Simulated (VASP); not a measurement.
Level of theory: r2SCAN+rVV10, VASP's PBE PAW potentials (set 64) (plane waves; VASP 6.6.1).

A VASP calculation is set up with these files.

### KPOINTS
```
Automatic mesh
0
G
  8 8 8
```

### INCAR
```
! general
SYSTEM   = Ge
PREC     = Accurate
ENCUT    = 520
LREAL    = .FALSE.   ! projection in real space or not
LASPH    = .TRUE.   ! aspherical one-centre terms

! electronic loop
EDIFF    = 1E-7   ! SCF stop (eV)
NELM     = 100
ALGO     = Normal
LMAXMIX  = 4   ! l cut-off of mixed one-centre charges
LMIXTAU  = .TRUE.

! smearing
ISMEAR   = 0   ! Gaussian
SIGMA    = 0.05   ! width (eV)

! functional
METAGGA  = R2SCAN
LUSE_VDW = .TRUE.
BPARAM   = 11.95
CPARAM   = 0.0093

! ions
ISIF     = 2   ! forces and stress, cell fixed

! output
LWAVE    = .FALSE.
LCHARG   = .FALSE.
```

File POSCAR:
```
Ge
3.9561890
  0.0000000000   0.7071068653   0.7071068653
  0.7071068653   0.0000000000   0.7071068653
  0.7071068653   0.7071068653   0.0000000000
Ge
2
Cartesian
  0.0000000000   0.0000000000   0.0000000000
  0.3535534326   0.3535534326   0.3535534326
```

POTCAR, in this order: Ge_d (PBE.64 set). Program: vasp_std.

**Question.** Estimate the energy per atom (σ→0), pressure, band gap (on the k-mesh).

**Answer.** 
```yaml
energy per atom (σ→0): -13.448 eV/atom
band gap (on the k-mesh): 0.54 eV
pressure: 2.49 GPa
```

File OSZICAR:
```
...
DAV:  14    -0.268949567836E+02   -0.67860E-04   -0.11579E-04  1058   0.164E-01    0.111E-02
DAV:  15    -0.268950282764E+02   -0.71493E-04   -0.10115E-04  1292   0.129E-01    0.863E-03
DAV:  16    -0.268950274315E+02    0.84498E-06   -0.39709E-06  1068   0.219E-02    0.787E-03
DAV:  17    -0.268950286748E+02   -0.12433E-05   -0.98939E-08   918   0.367E-03    0.655E-03
DAV:  18    -0.268950351380E+02   -0.64632E-05   -0.11985E-06   812   0.130E-02    0.256E-03
DAV:  19    -0.268950345990E+02    0.53896E-06   -0.39289E-07   812   0.790E-03    0.137E-03
DAV:  20    -0.268950346465E+02   -0.47465E-07   -0.28059E-08   560   0.243E-03
   1 F= -.26895035E+02 E0= -.26895035E+02  d E =-.667555E-11
```

The compound is Ge in the diamond structure. This cell is one point of a volume scan, at 0.97 of the reference volume.
